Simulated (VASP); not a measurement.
```yaml
crystal:
  lattice:
    - [5.71291, 0.00000, 0.00000]
    - [0.00000, 5.71291, 0.00000]
    - [0.00000, 0.00000, 5.71291]
  atoms:
    - { symbol: Cs, position: [0.00000, 0.00000, 0.00000] }
    - { symbol: Pb, position: [0.50000, 0.50000, 0.50000] }
    - { symbol: Cl, position: [0.50000, 0.00000, 0.50000] }
    - { symbol: Cl, position: [0.00000, 0.50000, 0.50000] }
    - { symbol: Cl, position: [0.50000, 0.50000, 0.00000] }
```

Method: revTPSS meta-GGA, VASP's PBE PAW potentials (set 64) (plane waves; VASP 6.6.1). Run with 520 eV cut-off, 5×5×5 Γ-centred mesh, tetrahedra with Blöchl corrections, potentials Cs_sv Pb_d Cl.

The cores are frozen, which limits the accuracy of field gradients.

Q: Give the principal components of the electric field gradient (V/Å²) and the asymmetry η at each nucleus.

A: 
| atom | Vxx | Vyy | Vzz | η |
|---|---|---|---|---|
| Cs1 | 0.0 | 0.0 | 0.0 | - |
| Pb2 | 0.0 | 0.0 | 0.0 | - |
| Cl3 | -43.6 | -43.6 | 87.2 | 0.00 |
| Cl4 | -43.6 | -43.6 | 87.2 | 0.00 |
| Cl5 | -43.6 | -43.6 | 87.2 | 0.00 |

The compound is CsPbCl3 in the cubic perovskite structure, the ideal cubic form; the compound distorts at low or room temperature. It was relaxed first, which changed the volume by +6 %.
